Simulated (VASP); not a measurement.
Method: G0W0 on PBE orbitals, VASP's PBE PAW potentials (set 64) (plane waves; VASP).

The input files of a VASP run:

### INCAR
```
# general
SYSTEM      = ZrS2
PREC        = Normal
ENCUT       = 500
LREAL       = .False.
LASPH       = .True.
NBANDS      = 132

# electronic loop
ALGO        = EVGW0

# smearing
ISMEAR      = 0
SIGMA       = 0.01

# functional
GGA         = PE

# output
LWAVE       = .False.
LCHARG      = .False.

# other
NELMGW      = 1
NOMEGA      = 64
ENCUTGW     = 170
NBANDSGW    = 20
LSPECTRALGW = .True.
```

### POSCAR
```
ZrS2
3.691380
  1.0000000000   0.0000000000   0.0000000000
 -0.5000000000   0.8660254431   0.0000000000
  0.0000000000   0.0000000000   1.6365370133
Zr S
1 2
Direct
  0.0000000000   0.0000000000   0.0000000000
  0.6666670000   0.3333330000   0.7620900000
  0.3333330000   0.6666670000   0.2379100000
```

### KPOINTS
```
Automatic mesh
0
Gamma
4 4 3
0 0 0
```

POTCAR, in this order: Zr_sv_GW S_GW (PBE.64 set). Program: vasp_std. Read from the step before: WAVECAR, WAVEDER.

The run wrote:

**OSZICAR**
```
energies w=
    0.000    0.000    0.551    0.000    1.101    0.000    1.648    0.000
    2.191    0.000    2.730    0.000    3.263    0.000    3.790    0.000
    4.310    0.000    4.823    0.000    5.329    0.000    5.827    0.000
    6.319    0.000    6.804    0.000    7.283    0.000    7.757    0.000
    8.225    0.000    8.690    0.000    9.151    0.000    9.610    0.000
   10.067    0.000   10.524    0.000   10.981    0.000   11.441    0.000
   11.903    0.000   12.369    0.000   12.840    0.000   13.318    0.000
   13.806    0.000   14.302    0.000   14.811    0.000   15.334    0.000
   15.873    0.000   16.430    0.000   17.008    0.000   17.611    0.000
   18.242    0.000   18.904    0.000   19.602    0.000   20.343    0.000
   21.131    0.000   21.972    0.000   22.878    0.000   23.857    0.000
   24.920    0.000   26.083    0.000   27.363    0.000   28.782    0.000
   30.366    0.000   32.151    0.000   34.179    0.000   36.508    0.000
   39.214    0.000   42.398    0.000   46.202    0.000   50.827    0.000
   56.571    0.000   63.894    0.000   73.540    0.000   86.807    0.000
  106.176    0.000  137.044    0.000  193.823    0.000  332.234    0.000
NQ=   1    0.0000    0.0000    0.0000,
 performed        185000 updates of chi_q(r,r)
NQ=   2    0.2500    0.0000    0.0000,
 performed        545000 updates of chi_q(r,r)
NQ=   3    0.5000    0.0000    0.0000,
 performed        804000 updates of chi_q(r,r)
NQ=   4    0.2500    0.2500    0.0000,
 performed       1164000 updates of chi_q(r,r)
NQ=   5    0.0000    0.0000    0.3333,
 performed       1386000 updates of chi_q(r,r)
NQ=   6    0.2500    0.0000    0.3333,
 performed       1746000 updates of chi_q(r,r)
NQ=   7    0.0000    0.2500    0.3333,
 performed       2106000 updates of chi_q(r,r)
NQ=   8    0.5000    0.0000    0.3333,
 performed       2466000 updates of chi_q(r,r)
NQ=   9    0.2500    0.2500    0.3333,
 performed       2857000 updates of chi_q(r,r)
 resolving degeneracies of screened two electron integrals
```

### OUTCAR
```


 k-point   1 :       0.0000    0.0000    0.0000
  band No.  KS-energies  QP-energies   sigma(KS)   V_xc(KS)     V^pw_x(r,r')   Z            occupation Imag(sigma)

      1     -44.9275     -45.4127     -21.5104     -20.6777     -34.2620       0.5827       2.0000       1.4326
      2     -22.9955     -23.7608     -20.4803     -19.3191     -27.5297       0.6590       2.0000       0.8128
      3     -22.8401     -23.6245     -20.6708     -19.4933     -27.5927       0.6662       2.0000       0.6744
      4     -22.8401     -23.6245     -20.6708     -19.4933     -27.5927       0.6662       2.0000       0.6744
      5      -8.4657      -8.8398     -13.7997     -13.2211     -21.2265       0.6465       2.0000       1.4829
      6      -7.0683      -7.5132     -14.7042     -14.0274     -21.4495       0.6573       2.0000       1.1924
      7      -0.1031      -0.7367     -12.4216     -11.5542     -15.7128       0.7305       2.0000       0.5631
      8       1.3242       0.9218     -14.1094     -13.5519     -16.6808       0.7220       2.0000       0.2972
      9       1.3242       0.9218     -14.1094     -13.5519     -16.6808       0.7220       2.0000       0.2972
     10       4.0179       3.5598     -14.2691     -13.6532     -16.0792       0.7438       2.0000       0.1613
     11       4.0179       3.5598     -14.2691     -13.6532     -16.0792       0.7438       2.0000       0.1613
     12       4.0566       3.6131     -13.9259     -13.3242     -15.7004       0.7373       2.0000       0.1645
     13       5.6623       6.4858     -12.7493     -13.8566      -8.1572       0.7438       0.0000      -0.2202
     14       5.6623       6.4858     -12.7493     -13.8566      -8.1572       0.7438       0.0000      -0.2202
     15       6.5061       7.2551     -12.4335     -13.4567      -7.6756       0.7320       0.0000      -0.2640
     16       9.0893       9.9402     -13.3443     -14.4961      -9.0416       0.7388       0.0000      -0.2583
     17       9.0893       9.9402     -13.3443     -14.4961      -9.0416       0.7388       0.0000      -0.2583
     18       9.8732      10.1679      -9.0125      -9.3867      -4.6523       0.7875       0.0000      -0.2345
     19       9.9902      10.3570      -9.0316      -9.4963      -4.7926       0.7892       0.0000      -0.2693
     20      13.6547      14.2252      -9.6142     -10.3483      -4.7381       0.7772       0.0000      -0.4497

 k-point   2 :       0.2500    0.0000    0.0000
  band No.  KS-energies  QP-energies   sigma(KS)   V_xc(KS)     V^pw_x(r,r')   Z            occupation Imag(sigma)

      1     -44.9188     -45.4080     -21.5185     -20.6860     -34.2631       0.5875       2.0000       1.4359
      2     -22.9723     -23.7443     -20.5150     -19.3476     -27.5473       0.6613       2.0000       0.7815
      3     -22.9608     -23.7431     -20.5391     -19.3589     -27.5752       0.6629       2.0000       0.7670
      4     -22.8669     -23.6551     -20.6488     -19.4656     -27.5950       0.6661       2.0000       0.6889
      5      -7.9226      -8.3285     -14.1611     -13.5330     -21.2912       0.6464       2.0000       1.3463
      6      -7.1923      -7.6054     -14.6559     -14.0237     -21.4897       0.6534       2.0000       1.2075
      7       0.5916       0.0171     -12.7661     -11.9747     -15.7224       0.7259       2.0000       0.4403
      8       1.0604       0.5136     -13.3154     -12.5614     -16.0503       0.7253       2.0000       0.3441
      9       1.6048       1.1961     -14.2059     -13.6401     -16.7341       0.7223       2.0000       0.2806
     10       1.6815       1.1553     -13.3103     -12.5878     -15.7336       0.7283       2.0000       0.2814
     11       3.1222       2.6652     -13.8957     -13.2770     -15.7506       0.7386       2.0000       0.1839
     12       3.7415       3.2940     -13.7990     -13.1907     -15.6783       0.7356       2.0000       0.1766
     13       5.5788       6.2772     -12.2834     -13.2193      -8.0792       0.7462       0.0000      -0.2011
     14       6.7786       7.5906     -13.2104     -14.3217      -8.3058       0.7307       0.0000      -0.2736
     15       7.1021       7.8742     -12.8796     -13.9388      -7.9346       0.7289       0.0000      -0.2936
     16       8.9258       9.7538     -12.9955     -14.1036      -8.5052       0.7472       0.0000      -0.2544
     17       9.1589      10.0496     -13.5986     -14.8035      -9.1991       0.7392       0.0000      -0.2652
     18      11.5703      11.9873      -9.4864     -10.0197      -4.9272       0.7820       0.0000      -0.3273
     19      12.3197      12.8517     -10.1154     -10.8032      -5.2310       0.7735       0.0000      -0.4091
     20      13.3818      13.7731      -8.9925      -9.4940      -4.2612       0.7801       0.0000      -0.3938

 k-point   3 :       0.5000    0.0000    0.0000
  band No.  KS-energies  QP-energies   sigma(KS)   V_xc(KS)     V^pw_x(r,r')   Z            occupation Imag(sigma)

      1     -44.9104     -45.4000     -21.5266     -20.6947     -34.2642       0.5886       2.0000       1.4391
      2     -23.0852     -23.8595     -20.3904     -19.2236     -27.5765       0.6636       2.0000       0.9023
      3     -22.9416     -23.7318     -20.5805     -19.3868     -27.5503       0.6620       2.0000       0.7030
      4     -22.8936     -23.6815     -20.6262     -19.4384     -27.5960       0.6632       2.0000       0.7026
      5      -7.5119      -7.8767     -14.4638     -13.8976     -21.4986       0.6443       2.0000       1.2608
      6      -7.0811      -7.5268     -14.7595     -14.0818     -21.4586       0.6576       2.0000       1.1753
      7      -0.1619      -0.7807     -12.6265     -11.7709     -15.8247       0.7232       2.0000       0.4889
      8       1.5446       0.9044     -13.2344     -12.3505     -16.0403       0.7243       2.0000       0.3104
      9       1.6512       1.2445     -14.1551     -13.5919     -16.6837       0.7220       2.0000       0.2806
     10       1.7510       1.3117     -13.2458     -12.6389     -15.6028       0.7238       2.0000       0.2954
     11       2.4535       1.8758     -13.1118     -12.3175     -15.5308       0.7272       2.0000       0.2595
     12       2.9390       2.3859     -13.8830     -13.1304     -16.1307       0.7350       2.0000       0.2082
     13       5.2781       5.9184     -12.1598     -13.0180      -8.2347       0.7461       0.0000      -0.1818
     14       7.3135       8.2517     -13.8224     -15.1233      -8.2968       0.7212       0.0000      -0.3215
     15       7.5732       8.4777     -13.6768     -14.9343      -8.1348       0.7193       0.0000      -0.3424
     16       9.7569      10.7080     -14.1690     -15.4709      -9.2705       0.7305       0.0000      -0.3649
     17      10.0164      10.8628     -13.1614     -14.3066      -8.1110       0.7391       0.0000      -0.3579
     18      10.7936      11.2228      -9.3045      -9.8487      -4.9675       0.7888       0.0000      -0.2839
     19      12.0038      12.6917     -11.0454     -11.9396      -6.0445       0.7692       0.0000      -0.4195
     20      13.5436      14.1515      -9.6152     -10.3953      -4.8387       0.7792       0.0000      -0.4031

 k-point   4 :       0.2500    0.2500    0.0000
  band No.  KS-energies  QP-energies   sigma(KS)   V_xc(KS)     V^pw_x(r,r')   Z            occupation Imag(sigma)

      1     -44.9102     -45.4040     -21.5267     -20.6944     -34.2642       0.5933       2.0000       1.4391
      2     -23.0375     -23.8157     -20.4489     -19.2758     -27.5822       0.6633       2.0000       0.8514
      3     -22.9474     -23.7295     -20.5582     -19.3785     -27.5653       0.6629       2.0000       0.7446
      4     -22.9368     -23.7309     -20.5860     -19.3903     -27.5750       0.6641       2.0000       0.7164
      5      -7.3234      -7.7439     -14.5922     -13.9464     -21.4367       0.6510       2.0000       1.2166
      6      -7.2788      -7.6672     -14.6296     -14.0313     -21.5222       0.6491       2.0000       1.2134
      7       0.5230      -0.0601     -13.0365     -12.2274     -16.0595       0.7206       2.0000       0.4070
      8       0.9803       0.3994     -12.8982     -12.1022     -15.4536       0.7298       2.0000       0.3301
      9       1.4491       0.9256     -13.4876     -12.7616     -16.1883       0.7209       2.0000       0.3200
     10       1.8353       1.2786     -13.0466     -12.2816     -15.4947       0.7277       2.0000       0.2888
     11       2.0417       1.5893     -13.8476     -13.2196     -16.3527       0.7204       2.0000       0.2753
     12       2.9758       2.4595     -13.6440     -12.9383     -15.8419       0.7316       2.0000       0.2118
     13       6.2008       6.9355     -12.6155     -13.6082      -8.0634       0.7401       0.0000      -0.2338
     14       6.9969       7.7415     -13.1269     -14.1447      -8.5349       0.7316       0.0000      -0.2722
     15       7.3894       8.3075     -13.6682     -14.9355      -8.2959       0.7245       0.0000      -0.3120
     16       8.6584       9.4874     -12.8945     -14.0087      -8.1788       0.7441       0.0000      -0.2898
     17       9.9029      10.8553     -14.0528     -15.3516      -9.0502       0.7334       0.0000      -0.3389
     18      11.9864      12.4242      -9.2427      -9.8017      -4.6258       0.7833       0.0000      -0.3668
     19      13.0602      13.7410     -10.6294     -11.5102      -5.5026       0.7729       0.0000      -0.4997
     20      13.6548      14.1059      -9.3054      -9.8863      -4.5788       0.7767       0.0000      -0.3716

 k-point   5 :       0.0000    0.0000    0.3333
  band No.  KS-energies  QP-energies   sigma(KS)   V_xc(KS)     V^pw_x(r,r')   Z            occupation Imag(sigma)

      1     -44.9277     -45.4126     -21.5103     -20.6779     -34.2620       0.5825       2.0000       1.4327
      2     -22.9960     -23.7602     -20.4786     -19.3186     -27.5286       0.6588       2.0000       0.8126
      3     -22.8401     -23.6250     -20.6707     -19.4933     -27.5926       0.6667       2.0000       0.6744
      4     -22.8401     -23.6250     -20.6707     -19.4933     -27.5926       0.6667       2.0000       0.6744
      5      -8.3349      -8.7097     -13.9181     -13.3374     -21.2725       0.6455       2.0000       1.4281
      6      -7.2741      -7.7300     -14.4914     -13.7950     -21.3245       0.6547       2.0000       1.2534
      7       0.4855      -0.0745     -12.8156     -12.0439     -15.7946       0.7257       2.0000       0.4581
      8       1.3444       0.9463     -14.1231     -13.5720     -16.6789       0.7224       2.0000       0.2950
      9       1.3444       0.9463     -14.1231     -13.5720     -16.6789       0.7224       2.0000       0.2950
...
```
(Selected blocks of OUTCAR.)

The mesh is coarse and the basis finite, so the quasiparticle values are not converged. VASP warned that its frequency grid is unfit for quasiparticle energies.

The structure comes from a computed database's ZrS2 entry (P-3m1); how it stands against other phases isn't given here. The cell was not relaxed at this level. The k-mesh is coarse (spacing up to 0.49 per Å, 2π included), so the numbers may not be converged in it.
